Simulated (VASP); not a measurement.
An input for Quantum ESPRESSO's pw.x (written as the equivalent of a VASP run, and not itself run):

```
&CONTROL
  calculation = 'vc-relax'
  pseudo_dir = './pseudo'
  outdir = './out'
  tprnfor = .true.
  tstress = .true.
  nstep = 40
  forc_conv_thr = 0.00078
/
&SYSTEM
  ibrav = 0
  nat = 2
  ntyp = 2
  ecutwfc = 102
  occupations = 'smearing'
  smearing = 'gaussian'
  degauss = 0.003675
  input_dft = 'pbe'
/
&ELECTRONS
  conv_thr = 7.3e-08
  electron_maxstep = 100
/
&IONS
/
&CELL
  press = 50
/
ATOMIC_SPECIES
  Cd 112.414 Cd.upf
  Te 127.600 Te.upf
CELL_PARAMETERS angstrom
     0.0000000    3.1937451    3.1937451
     3.1937451    0.0000000    3.1937451
     3.1937451    3.1937451    0.0000000
ATOMIC_POSITIONS crystal
  Cd   0.0000000  0.0000000  0.0000000
  Te   0.2500000  0.2500000  0.2500000
K_POINTS automatic
  7 7 7 0 0 0
```

Problem. Write the VASP files for the same calculation (PBE).

Solution. This is not unique; one that fits is 
**POSCAR**
```
CdTe
1
    0.0000000000     3.1937450731     3.1937450731
    3.1937450731     0.0000000000     3.1937450731
    3.1937450731     3.1937450731     0.0000000000
Cd Te
1 1
Direct
  0.0000000000   0.0000000000   0.0000000000
  0.2500000000   0.2500000000   0.2500000000
```

### INCAR
```
ALGO=Normal
EDIFF=1E-6
EDIFFG=-0.02
ENCUT=500
GGA=PE
IBRION=2
ISIF=3
ISMEAR=0
LASPH=.True.
LCHARG=.False.
LMAXMIX=4
LREAL=.False.
LWAVE=.False.
NELM=100
NSW=40
PREC=Accurate
PSTRESS=50
SIGMA=0.05
SYSTEM=CdTe
```

### KPOINTS
```
Automatic mesh
0
Gamma
7 7 7
0 0 0
```

POTCAR, in this order: Cd Te (PBE.64 set). Program: vasp_std.

What does not carry over: the potentials are each code's own (VASP's PAW set, PseudoDojo norm-conserving files in pw.x), so ENCUT and ecutwfc are chosen apart and not converted; conv_thr bounds pw.x's estimated SCF error, while EDIFF bounds the energy change between steps; forc_conv_thr acts on force components and is met together with etot_conv_thr.

The compound is CdTe in the zinc blende structure. It was relaxed first under an external pressure of 5 GPa.
